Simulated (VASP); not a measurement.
# PbSe (Clausthalite): what moves the LDA gap besides the functional, part 2 of 2

Aim: test what besides the functional moves the gap of PbSe (Clausthalite). The starting structure is a measured crystal structure from the Crystallography Open Database. Cell and atoms stay as given unless a step says otherwise.

VASP 6.6.1.

Results so far: reference 0.163 eV; cell and atoms relaxed by LDA 0.029 eV; no band path 0.163 eV.

**5. Bands with a cutoff of 500 eV (continued)**

Level of this step: LDA; plane waves and PAW (Pb_d, Se) (VASP).

From OUTCAR (step 5):

```text
  Total       -0.7356795     -0.7356795     -0.7356795      0.0000000      0.0000000      0.0000000
  in kB      -20.5555088    -20.5555088    -20.5555088      0.0000000      0.0000000      0.0000000
  external PRESSURE =     -20.5555088 kB  Pullay stress =       0.0000000 kB

 POSITION                                       TOTAL-FORCE (eV/Angst)
 -----------------------------------------------------------------------------------
      0.00000      0.00000      0.00000        -0.000000     -0.000000     -0.000000
      3.06065      3.06065      3.06065         0.000000      0.000000      0.000000
 -----------------------------------------------------------------------------------
    total drift:                                0.000000     -0.000000     -0.000000

  FREE ENERGIE OF THE ION-ELECTRON SYSTEM (eV)
  ---------------------------------------------------
  free  energy   TOTEN  =        -9.4488705091 eV

  energy  without entropy=       -9.4488701306  energy(sigma->0) =       -9.44887032

[... 1 part as in an earlier step ...]

[... 2 further parts left out ...]
[key lines of the parts left out:]
E-fermi :   4.9885
```

With a cutoff of 500 eV the gap is 0.163 eV, +0.000 eV from the reference.

**6. Bands with an 8×8×8 mesh**

Against step 2 the input has an 8×8×8 mesh.

INCAR

```
SYSTEM = PbSe
PREC = Accurate
ENCUT = 350
EDIFF = 1E-06
NELM = 100
ISMEAR = 0
SIGMA = 0.03
LREAL = .FALSE.
ALGO = Normal
GGA = CA
NBANDS = 22
LORBIT = 11
LWAVE = .FALSE.
LCHARG = .FALSE.
KPAR = 4
```

POSCAR

```
PbSe
1.0
    0.0000000000      3.0606500000      3.0606500000
    3.0606500000      0.0000000000      3.0606500000
    3.0606500000      3.0606500000      0.0000000000
Pb Se
1 1
Direct
    0.0000000000      0.0000000000      0.0000000000
    0.5000000000      0.5000000000      0.5000000000
```

KPOINTS

```
Automatic mesh
0
Gamma
8 8 8
0 0 0
```

KPOINTS_OPT

```
Line mode
10
Line-mode
Reciprocal
  0.00000000   0.00000000   0.00000000 GAMMA
  0.50000000   0.00000000   0.50000000 X

  0.50000000   0.00000000   0.50000000 X
  0.50000000   0.25000000   0.75000000 W

  0.50000000   0.25000000   0.75000000 W
  0.37500000   0.37500000   0.75000000 K

  0.37500000   0.37500000   0.75000000 K
  0.00000000   0.00000000   0.00000000 GAMMA

  0.00000000   0.00000000   0.00000000 GAMMA
  0.50000000   0.50000000   0.50000000 L

  0.50000000   0.50000000   0.50000000 L
  0.62500000   0.25000000   0.62500000 U

  0.62500000   0.25000000   0.62500000 U
  0.50000000   0.25000000   0.75000000 W

  0.50000000   0.25000000   0.75000000 W
  0.50000000   0.50000000   0.50000000 L

  0.50000000   0.50000000   0.50000000 L
  0.37500000   0.37500000   0.75000000 K

  0.62500000   0.25000000   0.62500000 U
  0.50000000   0.00000000   0.50000000 X
```

The projector-augmented-wave data sets are Pb_d and Se (LDA family, release 64).

Command:

```console
$ mpirun -np 4 vasp_std
```

The log of the run:

```text
[... set-up lines as in an earlier step ...]
 entering main loop
       N       E                     dE             d eps       ncg     rms          rms(c)
DAV:   1     0.149046987186E+03    0.14905E+03   -0.71059E+03  1308   0.692E+02
DAV:   2     0.138951778591E+01   -0.14766E+03   -0.13993E+03  1390   0.231E+02
DAV:   3    -0.947542923178E+01   -0.10865E+02   -0.10796E+02  1572   0.696E+01
DAV:   4    -0.972144511788E+01   -0.24602E+00   -0.24590E+00  1506   0.110E+01
[...]
DAV:  10    -0.944334604303E+01   -0.21262E-05   -0.13521E-04  1492   0.519E-02    0.190E-02
DAV:  11    -0.944334476224E+01    0.12808E-05   -0.16738E-05  1782   0.300E-02    0.875E-03
DAV:  12    -0.944334465449E+01    0.10775E-06   -0.66781E-07   998   0.806E-03
   1 F= -.94433447E+01 E0= -.94433446E+01  d E =-.188155E-06
 Start KPOINTS_OPT (optional k-point list driver)
k-point batch [1-29\100]
       N       E                     dE             ncg
DAV:   1     0.978939436842E+03   -0.12561E+05     1288
DAV:   2    -0.339162248961E+04   -0.43706E+04     1378
DAV:   3    -0.371275880361E+04   -0.32114E+03     1618
DAV:   4    -0.371998995958E+04   -0.72312E+01     1542
DAV:   5    -0.372025779769E+04   -0.26784E+00     1826
DAV:   6    -0.372026555122E+04   -0.77535E-02     1650
DAV:   7    -0.372026573522E+04   -0.18399E-03     1858
DAV:   8    -0.372026573827E+04   -0.30581E-05     1266
DAV:   9    -0.372026573840E+04   -0.13140E-06     1108
[...]
k-point batch [88-100\100]
       N       E                     dE             ncg
DAV:   1     0.824917109491E+04   -0.67534E+04      604
DAV:   2     0.643143588085E+04   -0.18177E+04      618
DAV:   3     0.630064047392E+04   -0.13080E+03      734
DAV:   4     0.629767065281E+04   -0.29698E+01      692
DAV:   5     0.629756609685E+04   -0.10456E+00      790
DAV:   6     0.629756114384E+04   -0.49530E-02      818
DAV:   7     0.629756111735E+04   -0.26491E-04      774
DAV:   8     0.629756111706E+04   -0.29169E-06      598
```

Run time: 28 s. Hardware: 4 MPI ranks of AMD EPYC 7R43, shared host; peak memory 0.5 GiB; 1.8 min of CPU time.

Parts of OUTCAR (step 6):

```text
  Total       -0.8205575     -0.8205575     -0.8205575      0.0000000      0.0000000      0.0000000
  in kB      -22.9270723    -22.9270723    -22.9270723      0.0000000      0.0000000      0.0000000
  external PRESSURE =     -22.9270723 kB  Pullay stress =       0.0000000 kB

 POSITION                                       TOTAL-FORCE (eV/Angst)
 -----------------------------------------------------------------------------------
      0.00000      0.00000      0.00000        -0.000000     -0.000000     -0.000000
      3.06065      3.06065      3.06065         0.000000      0.000000      0.000000
 -----------------------------------------------------------------------------------
    total drift:                               -0.000000      0.000000      0.000000

  FREE ENERGIE OF THE ION-ELECTRON SYSTEM (eV)
  ---------------------------------------------------
  free  energy   TOTEN  =        -9.4433446545 eV

  energy  without entropy=       -9.4433444663  energy(sigma->0) =       -9.44334456

[... 1 part as in an earlier step ...]

[... 2 further parts left out ...]
[key lines of the parts left out:]
E-fermi :   4.9899
```

With an 8×8×8 mesh the gap is 0.162 eV, -0.002 eV from the reference.

**7. Comparison**

```
                          run  gap (eV)  change (eV)  core minutes
                    reference     0.163            -          1.47
cell and atoms relaxed by LDA     0.029       -0.134          1.87
                 no band path     0.163          0.0         0.333
           a cutoff of 500 eV     0.163          0.0          2.53
                an 8×8×8 mesh     0.162       -0.002          1.87
```

Core minutes are wall time times ranks of the run shown, on a shared host.

**8. What came out**

```yaml
reference_gap: 0.163 eV
gap_with_cell_and_atoms_relaxed_by_lda: 0.029 eV
gap_with_no_band_path: 0.163 eV
gap_with_a_cutoff_of_500_ev: 0.163 eV
gap_with_an_8x8x8_mesh: 0.162 eV
```

**Reading.** Among the runs that read a gap along the path, the one with cell and atoms relaxed by LDA moves it most, by -0.134 eV. On finer settings it changes by +0.000 eV with a cutoff of 500 eV and -0.002 eV with an 8×8×8 mesh. The functional's own error isn't tested here. Further runs on this material are not shown.

[Lines on the potential files, build, host, timing and source positions are cut from VASP's logs without a mark.]

[Logs are printed without paths, hosts, clocks, repeated set-up lines and the standing remarks that a program may print on its own settings, such as how far it seeks lower states.]

[Hosts, paths, dates, database ids (printed as entryN), source tags and the programs' standing remarks are cut or masked in the printed files.]
